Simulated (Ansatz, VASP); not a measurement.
ScF3: VASP beside Ansatz

File INCAR:

```
SYSTEM = ScF3
PREC = Accurate
ENCUT = 520
EDIFF = 1E-6
ISMEAR = 0
SIGMA = 0.05
LREAL = .False.
LASPH = .True.
NELM = 60
ALGO = Normal
ISIF = 2
LWAVE = .False.
LCHARG = .False.
NBANDS = 24
```

The input KPOINTS:

```
regular mesh
0
Gamma
  6 6 6
  0 0 0
```

The input POSCAR:

```
ScF3
1.0
    3.8519520000      0.0000000000      0.0000000000
    0.0000000000      3.8519520000      0.0000000000
    0.0000000000      0.0000000000      4.1729480000
Sc F
1 3
Direct
    0.0000000000      0.0000000000      0.0000000000
    0.5000000000      0.0000000000      0.0000000000
    0.0000000000      0.5000000000      0.0000000000
    0.0000000000      0.0000000000      0.5000000000
```

Input for Ansatz:

```yaml
crystal:
  lattice:
    - [3.851952, 0.0, 0.0]
    - [0.0, 3.851952, 0.0]
    - [0.0, 0.0, 4.172948]
  atoms:
    - { symbol: Sc, position: [0.0, 0.0, 0.0] }
    - { symbol: F, position: [0.5, 0.0, 0.0] }
    - { symbol: F, position: [0.0, 0.5, 0.0] }
    - { symbol: F, position: [0.0, 0.0, 0.5] }
basis:
  ecutwfc: 420
kpoints:
  mp_grid: { grid: [6, 6, 6] }
hamiltonian:
  xc: lda
scf:
  occupations: { method: gaussian, width: 0.05 }
output:
  forces: true
  stress: true
  eigenvalues: true
  write_density: true
  write_potential: true
  elf: true
  volumetric_format: npy
```

Change from the starting cell: strain -0.040 along x and y, +0.040 along z, atoms carried along.

Alike in both runs: task single point; functional LDA; k mesh 6 × 6 × 6; occupations gaussian, width 0.05 eV; no spin polarisation.

```csv
,VASP,Ansatz
version,VASP 6.6.1,Ansatz 0.2.0
potentials or method,"VASP PAW LDA potentials, release 64 (Sc_sv, F)","scalar-relativistic, plane waves, PAW"
plane-wave cutoff (eV),520,420
valence electrons in the cell,32,32
```

```tsv
	VASP	Ansatz	Ansatz less VASP
gap on the k mesh at the Fermi level (eV)	6.14	6.16	+0.023
least direct gap on the mesh (eV)	6.39	6.41	+0.024
pressure (GPa)	3.7	2.8	-0.86
largest component of the traceless stress (GPa)	13.83	13.41	-0.427
```

A k mesh can miss the band edges.
